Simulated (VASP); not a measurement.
A convergence study with VASP on HgS (zinc blende): one setting is varied, all else stays as given below, so the limit is that of these other settings. Each run relaxes cell and ions from the cell shown.

```
HgS
1.0
    0.00000     2.92500     2.92500
    2.92500     0.00000     2.92500
    2.92500     2.92500     0.00000
Hg S
1 1
Direct
  0.00000   0.00000   0.00000
  0.25000   0.25000   0.25000
```

Method: PBE GGA, VASP's PBE PAW potentials (set 64) (plane waves; VASP). The tightest run used: 550 eV cut-off, 12×12×12 Γ-centred mesh, Gaussian smearing of 0.050 eV, potentials Hg S.

The settings run are 2×2×2 mesh; 3×3×3 mesh; 4×4×4 mesh; 5×5×5 mesh; 6×6×6 mesh; 8×8×8 mesh; 9×9×9 mesh; 10×10×10 mesh; 11×11×11 mesh; 12×12×12 mesh. From which on does the relaxed volume stay within 0.1 Å³/atom of the tightest run?

From 5×5×5 mesh on: it is off by 0.048 there and by no more than 0.1 in any finer run, while 4×4×4 mesh is off by 0.145.
```
setting        relaxed volume (Å³/atom)  E (eV/atom)  irreducible k-points  difference judged (Å³/atom)
-------------  ------------------------  -----------  --------------------  ---------------------------
2×2×2 mesh                       29.188      -1.8424                     3                        2.194
3×3×3 mesh                       27.496      -2.1872                     4                        0.502
4×4×4 mesh                       27.139      -2.2542                     8                        0.145
5×5×5 mesh                       27.042      -2.2701                    10                        0.048
6×6×6 mesh                       27.013      -2.2746                    16                        0.019
8×8×8 mesh                       26.998      -2.2767                    29                        0.004
9×9×9 mesh                       26.996      -2.2769                    35                        0.002
10×10×10 mesh                    26.995      -2.2770                    47                        0.001
11×11×11 mesh                    26.995      -2.2771                    56                        0.000
12×12×12 mesh                    26.994      -2.2771                    72                        0.000
```

Left out are rungs that failed or repeat a setting and relaxations that didn't move; long series are thinned to 24 rows.

The compound is HgS in the zinc blende structure, metacinnabar; cinnabar is the stable form.
